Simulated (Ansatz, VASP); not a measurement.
**Be2Al: VASP beside Ansatz**

Contents of INCAR:

```
SYSTEM = Be2Al
PREC = Accurate
ENCUT = 600
EDIFF = 1E-7
ISMEAR = 0
SIGMA = 0.1
LREAL = .FALSE.
LASPH = .TRUE.
NELM = 80
ALGO = Fast
ISIF = 3
LWAVE = .FALSE.
LCHARG = .FALSE.
GGA = PE
IVDW = 12
IBRION = 2
NSW = 100
EDIFFG = -0.01
```

The input KPOINTS:

```
Automatic mesh
0
G
  15 15 16
  0 0 0
```

File POSCAR:

```
Be2Al
1.0
    3.6533104657      0.0000000000      0.0000000000
   -1.8266552329      3.1638596712      0.0000000000
    0.0000000000      0.0000000000      2.7129164244
Be Al
2 1
Direct
    0.3333333333      0.6666666667      0.5000000000
    0.6666666667      0.3333333333      0.5000000000
    0.0000000000      0.0000000000      0.0000000000
```

Input for Ansatz:

```yaml
crystal:
  lattice:
    - [3.6533104657, 0.0, 0.0]
    - [-1.8266552329, 3.1638596712, 0.0]
    - [0.0, 0.0, 2.7129164244]
  atoms:
    - { symbol: Be, position: [0.3333333333, 0.6666666667, 0.5] }
    - { symbol: Be, position: [0.6666666667, 0.3333333333, 0.5] }
    - { symbol: Al, position: [0.0, 0.0, 0.0] }
basis:
  ecutwfc: 420
kpoints:
  mp_grid: { grid: [15, 15, 16] }
hamiltonian:
  xc: pbe
  dispersion: d3bj
scf:
  occupations: { method: gaussian, width: 0.1 }
output:
  forces: true
  stress: true
  eigenvalues: true
relax:
  adjacent_minimum: "off"
  f_tol: 0.01
  max_steps: 80
  cell: { stress_tol: 0.05 }
```

Alike in both runs: task relaxation of cell and atoms; functional PBE; dispersion D3(BJ); k mesh 15 × 15 × 16; occupations gaussian, width 0.1 eV; no spin polarisation.

|  | VASP | Ansatz |
| --- | --- | --- |
| version | VASP 6.6.1 | Ansatz 0.2.0 |
| potentials or method | VASP PAW PBE potentials, release 64 (Be, Al) | scalar-relativistic, plane waves, PAW |
| plane-wave cutoff (eV) | 600 | 420 |
| valence electrons in the cell | 7 | 7 |

```tsv
	VASP	Ansatz	Ansatz less VASP
gap on the k mesh at the Fermi level, each at its own relaxed structure (eV)	none	none	-
relaxed volume (Å³/atom)	10.48	10.47	-0.012
relaxed cell length with the largest relative difference (Å)	3.653	3.651	-0.0017
```

A gap of «none» marks a metal or a gap that the smearing closes.

Caveats: pairwise dispersion overbinds metals, which lowers pressure and volume.
